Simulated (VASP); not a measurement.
A convergence study with VASP on SnTe (rock salt): one setting is varied, all else stays as given below, so the limit is that of these other settings. The cell's lengths are 1 % over those of the tabulated start and one atom is moved, so it is off equilibrium.

```
CELL_PARAMETERS angstrom
      0.00000     3.19160     3.19160
      3.19160     0.00000     3.19160
      3.19160     3.19160     0.00000
ATOMIC_POSITIONS crystal
  Sn 0.00000 0.00000 0.00000
  Te 0.49051 0.50949 0.50949
```

These are PBEsol GGA, VASP's PBE PAW potentials (set 64) (plane waves; VASP) values and carry that method's errors. The tightest run used: 1000 eV cut-off, 8×8×8 Γ-centred mesh, Gaussian smearing of 0.050 eV, potentials Sn_d Te.

Unless said otherwise, spin-orbit coupling is left out, though it shifts the bands of the heavy elements here. Gaps are read on the run's mesh, which can miss a band edge.

The settings run are ENCUT = 150; ENCUT = 200; ENCUT = 250; ENCUT = 300; ENCUT = 350; ENCUT = 400; ENCUT = 450; ENCUT = 500; ENCUT = 550; ENCUT = 600; ENCUT = 650; ENCUT = 700; ENCUT = 750; ENCUT = 800; ENCUT = 850; ENCUT = 1000. From which on does the stress (every component) stay within 0.1 GPa of the tightest run?

From ENCUT = 400 on: it is off by 0.03 there and by no more than 0.1 in any finer run, while ENCUT = 350 is off by 0.19.
```
setting       E (eV/atom)  pressure (GPa)  largest force (eV/Å)  gap on the mesh (eV)  plane waves  difference judged (GPa)
------------  -----------  --------------  --------------------  --------------------  -----------  -----------------------
ENCUT = 150       -2.3015         -101.99                 0.034                 0.169          290                   100.16
ENCUT = 200       -4.1136           -9.47                 0.026                 0.151          444                     7.64
ENCUT = 250       -4.1600           -1.91                 0.027                 0.152          604                     0.08
ENCUT = 300       -4.1600           -2.04                 0.026                 0.152          778                     0.21
ENCUT = 350       -4.1601           -2.02                 0.026                 0.152          982                     0.19
ENCUT = 400       -4.1608           -1.86                 0.026                 0.152         1243                     0.03
ENCUT = 450       -4.1609           -1.83                 0.026                 0.152         1424                     0.00
ENCUT = 500       -4.1609           -1.85                 0.026                 0.152         1676                     0.02
ENCUT = 550       -4.1609           -1.85                 0.026                 0.152         1924                     0.02
ENCUT = 600       -4.1611           -1.84                 0.026                 0.152         2200                     0.01
ENCUT = 650       -4.1611           -1.83                 0.026                 0.152         2469                     0.00
ENCUT = 700       -4.1611           -1.83                 0.026                 0.152         2764                     0.00
ENCUT = 750       -4.1611           -1.83                 0.026                 0.152         3071                     0.00
ENCUT = 800       -4.1611           -1.83                 0.026                 0.152         3383                     0.00
ENCUT = 850       -4.1611           -1.83                 0.026                 0.152         3695                     0.00
ENCUT = 1000      -4.1611           -1.83                 0.026                 0.152         4720                     0.00
```

Left out are rungs that failed or repeat a setting and relaxations that didn't move; long series are thinned to 24 rows.

The compound is SnTe in the rock salt structure, which distorts at low temperature. The cell was not relaxed at this level, it is distorted from the ideal structure.
